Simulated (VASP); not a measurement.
All values below come from PBE GGA, VASP's PBE PAW potentials (set 64) (plane waves; VASP).

Input for VASP

**POSCAR**
```
Mg(CdP)2
1
    4.0996910000     0.0000000000     0.0000000000
   -2.0498460000     3.5504370000     0.0000000000
    0.0000000000     0.0000000000     7.0925650000
Mg Cd P
1 2 2
Direct
  0.0000000000   0.0000000000   0.0000000000
  0.3333330000   0.6666670000   0.6300000000
  0.6666670000   0.3333330000   0.3700000000
  0.3333330000   0.6666670000   0.2600000000
  0.6666670000   0.3333330000   0.7400000000
```

### INCAR
```
SYSTEM = Mg(CdP)2
PREC = Accurate
ENCUT = 300
EDIFF = 1E-6
NELM = 100
ALGO = Normal
LREAL = .FALSE.
LASPH = .TRUE.
ISMEAR = 0
SIGMA = 0.272
GGA = PE
LMAXMIX = 4
LWAVE = .FALSE.
LCHARG = .FALSE.
ISIF = 2
```

**KPOINTS**
```
Automatic mesh
0
Gamma
6 6 3
0 0 0
```

POTCAR, in this order: Mg Cd P (PBE.64 set). Program: vasp_std.

What VASP printed:

### OSZICAR
```
       N       E                     dE             d eps       ncg     rms          rms(c)
DAV:   1     0.153482131946E+03    0.15348E+03   -0.12962E+04   788   0.956E+02
DAV:   2    -0.888976125410E+01   -0.16237E+03   -0.15939E+03   862   0.271E+02
DAV:   3    -0.154832481746E+02   -0.65935E+01   -0.65764E+01   898   0.561E+01
DAV:   4    -0.155359364526E+02   -0.52688E-01   -0.52676E-01   864   0.478E+00
DAV:   5    -0.155367029762E+02   -0.76652E-03   -0.76633E-03   916   0.536E-01    0.135E+01
DAV:   6    -0.141113884284E+02    0.14253E+01   -0.37817E+00   890   0.188E+01    0.103E+01
DAV:   7    -0.140398758805E+02    0.71513E-01   -0.12998E+00   844   0.582E+00    0.370E+00
DAV:   8    -0.140227711729E+02    0.17105E-01   -0.10680E-01   802   0.300E+00    0.793E-01
DAV:   9    -0.140220245491E+02    0.74662E-03   -0.98745E-03   928   0.110E+00    0.868E-02
DAV:  10    -0.140220680631E+02   -0.43514E-04   -0.34360E-04   862   0.142E-01    0.573E-02
DAV:  11    -0.140221273605E+02   -0.59297E-04   -0.23532E-04   872   0.118E-01    0.258E-02
DAV:  12    -0.140221178047E+02    0.95558E-05   -0.44147E-05   872   0.675E-02    0.202E-02
DAV:  13    -0.140221183301E+02   -0.52539E-06   -0.37641E-06   910   0.991E-03
   1 F= -.14022118E+02 E0= -.14013379E+02  d E =-.174795E-01
```

### OUTCAR
```
------------------------ aborting loop because EDIFF is reached ----------------------------------------
  FORCE on cell =-STRESS in cart. coord.  units (eV):
  Direction    XX          YY          ZZ          XY          YZ          ZX
  --------------------------------------------------------------------------------------
  Total        5.5552730      5.5552744      2.7375557     -0.0000008      0.0000000      0.0000000
  in kB       86.2143845     86.2144062     42.4851631     -0.0000121      0.0000000      0.0000000
  external PRESSURE =      71.6379846 kB  Pullay stress =       0.0000000 kB
  volume of cell :      103.24
      direct lattice vectors                 reciprocal lattice vectors
     4.099691000  0.000000000  0.000000000     0.243920822  0.140827769  0.000000000
    -2.049846000  3.550437000  0.000000000     0.000000000  0.281655469  0.000000000
     0.000000000  0.000000000  7.092565000     0.000000000  0.000000000  0.140992716
 POSITION                                       TOTAL-FORCE (eV/Angst)
 -----------------------------------------------------------------------------------
      0.00000      0.00000      0.00000        -0.000000      0.000000      0.000000
     -0.00000      2.36696      4.46832         0.000000      0.000000      0.465730
      2.04985      1.18348      2.62425         0.000000     -0.000000     -0.465730
     -0.00000      2.36696      1.84407        -0.000000      0.000000     -2.259643
      2.04985      1.18348      5.24850        -0.000000     -0.000000      2.259643
 -----------------------------------------------------------------------------------
    total drift:                                0.000000     -0.000000      0.000000
  FREE ENERGIE OF THE ION-ELECTRON SYSTEM (eV)
  ---------------------------------------------------
  free  energy   TOTEN  =       -14.0221183301 eV

  energy  without entropy=      -14.0046387840  energy(sigma->0) =      -14.01337856
```
(Selected blocks of OUTCAR.)

At this cut-off the stress carries a Pulay error, which pulls relaxed volumes low.

The structure was generated: Cd2MgP2 was put into an ordered model structure, which need not be its known phase. The cell was not relaxed at this level.
